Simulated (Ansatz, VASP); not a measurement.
# Ti3W2: VASP beside Ansatz

INCAR

```
PREC = Accurate
ENCUT = 520
EDIFF = 1E-7
ISMEAR = 0
SIGMA = 0.1
LREAL = False
LASPH = True
NELM = 80
ALGO = Normal
ISIF = 2
LWAVE = False
LCHARG = False
GGA = PE
NBANDS = 40
```

Contents of KPOINTS:

```
Automatic mesh
0
Gamma
  6 6 6
```

Contents of POSCAR:

```
Ti3W2
1.0
    2.2208422300      1.2822038600      4.5332752200
   -2.2208422300      1.2822038600      4.5332752200
    0.0000000000     -2.5644077200      4.5332752200
Ti W
3 2
Direct
    0.6000000000      0.6000000000      0.6000000000
    0.4000000000      0.4000000000      0.4000000000
    0.0000000000      0.0000000000      0.0000000000
    0.2000000000      0.2000000000      0.2000000000
    0.8000000000      0.8000000000      0.8000000000
```

Input for Ansatz:

```yaml
crystal:
  lattice:
    - [2.22084223, 1.28220386, 4.53327522]
    - [-2.22084223, 1.28220386, 4.53327522]
    - [0.0, -2.56440772, 4.53327522]
  atoms:
    - { symbol: Ti, position: [0.6, 0.6, 0.6] }
    - { symbol: Ti, position: [0.4, 0.4, 0.4] }
    - { symbol: Ti, position: [0.0, 0.0, 0.0] }
    - { symbol: W, position: [0.2, 0.2, 0.2] }
    - { symbol: W, position: [0.8, 0.8, 0.8] }
basis:
  ecutwfc: 420
kpoints:
  mp_grid: { grid: [6, 6, 6] }
hamiltonian:
  xc: pbe
scf:
  occupations: { method: gaussian, width: 0.1 }
  lower_state_search: "off"
output:
  forces: true
  stress: true
  eigenvalues: true
```

Alike in both runs: task single point; functional PBE; k mesh 6 × 6 × 6; occupations gaussian, width 0.1 eV; no spin polarisation.

```csv
,VASP,Ansatz
version,VASP 6.6.1,Ansatz 0.2.0
potentials or method,"VASP PAW PBE potentials, release 64 (Ti_sv, W_sv)","scalar-relativistic, plane waves, PAW"
plane-wave cutoff (eV),520,420
valence electrons in the cell,64,64
```

|  | VASP | Ansatz | Ansatz less VASP |
| --- | --- | --- | --- |
| gap on the k mesh at the Fermi level (eV) | none | none | - |
| pressure (GPa) | 10.3 | 10.4 | +0.04 |
| largest component of the traceless stress (GPa) | 1.93 | 1.93 | +0.001 |
| rms of the force components (eV/Å) | 0.188 | 0.191 | +0.0031 |

Atom by atom the forces differ by 0.005 eV/Å (rms over components). A gap of «none» marks a metal or a gap that the smearing closes. With one functional, cell and mesh, what is left measures potentials, basis and numerics.

The runs have no spin-orbit coupling, so splittings on W are missing.
